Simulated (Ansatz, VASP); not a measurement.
# Two plane-wave programs on MgCd3Se4

```
Mg Cd Se
1.0
     6.14276    0.00000    0.00000
     0.00000    6.14276    0.00000
     0.00000    0.00000    6.14276
Mg Cd Se
1 3 4
Direct
  0.00000 0.00000 0.00000
  0.00000 0.50000 0.50000
  0.50000 0.00000 0.50000
  0.50000 0.50000 0.00000
  0.75532 0.75532 0.24468
  0.75532 0.24468 0.75532
  0.24468 0.75532 0.75532
  0.24468 0.24468 0.24468
```

Alike in both runs: task single point; functional PBE; k mesh 2 × 2 × 2; occupations gaussian, width 0.1 eV; no spin polarisation.

|  | VASP | Ansatz |
| --- | --- | --- |
| version | VASP 6.6.1 | Ansatz 0.2.0 |
| potentials or method | VASP PAW PBE potentials, release 64 (Mg, Cd, Se) | scalar-relativistic, plane waves, PAW |
| plane-wave cutoff (eV) | 520 | 420 |
| valence electrons in the cell | 62 | 134 |

|  | VASP | Ansatz | Ansatz less VASP |
| --- | --- | --- | --- |
| gap on the k mesh at the Fermi level (eV) | 0.97 | 0.97 | +0.002 |
| least direct gap on the mesh (eV) | 0.97 | 0.97 | +0.002 |
| pressure (GPa) | 0.3 | 0.2 | -0.19 |
| rms of the force components (eV/Å) | 0.016 | 0.003 | -0.0131 |

Atom by atom the forces differ by 0.013 eV/Å (rms over components). The two sets of potentials don't hold the same shells in valence.

Caveats: the k mesh is coarse (spacing up to 0.51 Å⁻¹), so the values aren't converged.
